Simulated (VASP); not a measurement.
```
CELL_PARAMETERS angstrom
      3.88933     0.00000     0.00000
      0.00000     3.88933     0.00000
      0.00000     0.00000     3.88933
ATOMIC_POSITIONS crystal
  Sr 0.00000 0.00000 0.00000
  V  0.50000 0.50000 0.50000
  O  0.50000 0.00000 0.50000
  O  0.00000 0.50000 0.50000
  O  0.50000 0.50000 0.00000
```

These are revPBE GGA, VASP's PBE PAW potentials (set 64) (plane waves; VASP 6.6.1) values and carry that method's errors. Run with 520 eV cut-off, Gaussian smearing of 0.050 eV, potentials Sr_sv V_sv O.

**Question.** Give the energies of bands 12 to 23 at the high-symmetry points, in eV from the Fermi level.

**Answer.** 
```
band      Γ      X      M      R
----  -----  -----  -----  -----
12    -5.09  -6.51  -6.80  -7.03
13    -5.09  -5.07  -6.62  -6.29
14    -5.09  -5.07  -6.31  -6.29
15    -3.14  -4.44  -4.89  -5.75
16    -3.14  -4.41  -4.89  -5.75
17    -3.14  -4.41  -4.05  -5.75
18    -2.38  -3.93  -3.54  -1.99
19    -2.38  -2.80  -3.54  -1.99
20    -2.38  -2.80  -2.08  -1.99
21    -0.93  -0.82   0.85   1.40
22    -0.93   0.87   0.85   1.40
23    -0.93   0.87   1.20   1.40
```

It has no gap at this level: it comes out as a metal or semimetal.

The compound is SrVO3 in the cubic perovskite structure. It was relaxed first. The run is not spin-polarised, so no magnetic state was tried. The electron count is odd and the run is not spin-polarised, which forces a metal.
